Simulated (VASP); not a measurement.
An input for Ansatz (written as the equivalent of a VASP run, and not itself run):

Ansatz 0.2 input:
```yaml
crystal:
  lattice:
    - [4.0878100, 0.0000000, 0.0000000]
    - [0.0000000, 4.0878100, 0.0000000]
    - [0.0000000, 0.0000000, 4.0878100]
  atoms:
    - { symbol: Sc, position: [0.0000000, 0.0000000, 0.0000000] }
    - { symbol: Al, position: [0.5000000, 0.0000000, 0.5000000] }
    - { symbol: Al, position: [0.0000000, 0.5000000, 0.5000000] }
    - { symbol: Al, position: [0.5000000, 0.5000000, 0.0000000] }
kpoints:
  mp_grid: { grid: [7, 7, 7] }
hamiltonian:
  xc: pbe
  dispersion: d3bj
  pseudopotentials: { kind: paw }
scf:
  occupations: { method: methfessel_paxton, width: 0.05 }
  max_iter: 100
relax:
  max_steps: 50
  f_tol: 0.01
  cell: {}
output: { forces: true, stress: true, eigenvalues: true }
```

**Question.** Write the VASP files for the same calculation (PBE-D3(BJ)).

**Answer.** One answer among several that fit: 
INCAR:
```
SYSTEM = ScAl3
PREC = Accurate; ENCUT = 300; LREAL = .False.
LASPH = .True.
EDIFF = 1E-6; NELM = 100; ALGO = Normal
LMAXMIX = 4
ISMEAR = 1; SIGMA = 0.05
GGA = PE; IVDW = 12
IBRION = 2; NSW = 50; ISIF = 3
EDIFFG = -0.01
LWAVE = .False.; LCHARG = .False.
```

POSCAR:
```
ScAl3
1.0
  4.0878100000   0.0000000000   0.0000000000
  0.0000000000   4.0878100000   0.0000000000
  0.0000000000   0.0000000000   4.0878100000
Sc Al
1 3
Cartesian
  0.0000000000   0.0000000000   0.0000000000
  2.0439050000   0.0000000000   2.0439050000
  0.0000000000   2.0439050000   2.0439050000
  2.0439050000   2.0439050000   0.0000000000
```

**KPOINTS**
```
K-points
0
gamma
  7 7 7
```

POTCAR, in this order: Sc_sv Al (PBE.64 set). Program: vasp_std.

The two are equivalent in intent, not identical: each code has its own PAW files, so the cut-off isn't converted (ENCUT is set for VASP's; basis.ecutwfc is left out, and Ansatz then takes the one that its files recommend); Ansatz stops its SCF on the density residual and VASP on the energy change (EDIFF).

The structure comes from a computed database's ScAl3 entry; how it stands against other phases isn't given here. This run relaxes it. Symmetry was kept, so distortions that lower it aren't found. The run is one of a series of settings (EDIFFG = -0.01, IBRION = 2, ISIF = 3, IVDW = 12, NSW = 50 against the base run), some of them coarse on purpose.
